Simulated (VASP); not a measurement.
A convergence study with VASP on BN (hex): one setting is varied, all else stays as given below, so the limit is that of these other settings.

```
BN
1.0
    1.25200    -2.16853     0.00000
    1.25200     2.16853     0.00000
    0.00000     0.00000     6.66000
B N
2 2
Cartesian
  1.25200   0.72284   1.66500
  1.25200  -0.72284   4.99500
  1.25200  -0.72284   1.66500
  1.25200   0.72284   4.99500
```

All values below come from PBE GGA, VASP's PBE PAW potentials (set 64) (plane waves; VASP). The tightest run used: 700 eV cut-off, 15×15×5 Monkhorst-Pack mesh, Gaussian smearing of 0.050 eV, potentials B N.

Problem. The settings run are 1×1×1 mesh; 2×2×1 mesh; 3×3×1 mesh; 4×4×1 mesh; 5×5×2 mesh; 6×6×2 mesh; 7×7×3 mesh; 8×8×3 mesh; 9×9×3 mesh; 10×10×4 mesh; 11×11×4 mesh; 12×12×4 mesh; 13×13×5 mesh; 14×14×5 mesh; 15×15×5 mesh. From which on does the energy per atom stay within 0.001 eV/atom of the tightest run?

Solution. From 6×6×2 mesh on: it is off by 0.0003 there and by no more than 0.001 in any finer run, while 5×5×2 mesh is off by 0.0032.
```tsv
setting	E (eV/atom)	pressure (GPa)	irreducible k-points	difference judged (eV/atom)
1×1×1 mesh	-5.6802	25.40	1	3.1124
2×2×1 mesh	-8.9991	1.24	2	0.2066
3×3×1 mesh	-8.7201	3.80	3	0.0724
4×4×1 mesh	-8.7724	4.10	6	0.0202
5×5×2 mesh	-8.7893	3.28	5	0.0032
6×6×2 mesh	-8.7928	3.25	12	0.0003
7×7×3 mesh	-8.7924	3.26	16	0.0001
8×8×3 mesh	-8.7926	3.26	40	0.0000
9×9×3 mesh	-8.7926	3.26	24	0.0000
10×10×4 mesh	-8.7926	3.26	60	0.0000
11×11×4 mesh	-8.7926	3.26	32	0.0000
12×12×4 mesh	-8.7926	3.26	84	0.0000
13×13×5 mesh	-8.7926	3.26	63	0.0000
14×14×5 mesh	-8.7926	3.26	168	0.0000
15×15×5 mesh	-8.7926	3.26	81	0.0000
```

Left out are rungs that failed or repeat a setting and relaxations that didn't move; long series are thinned to 24 rows.

The compound is BN in the hex structure. The cell was not relaxed at this level.
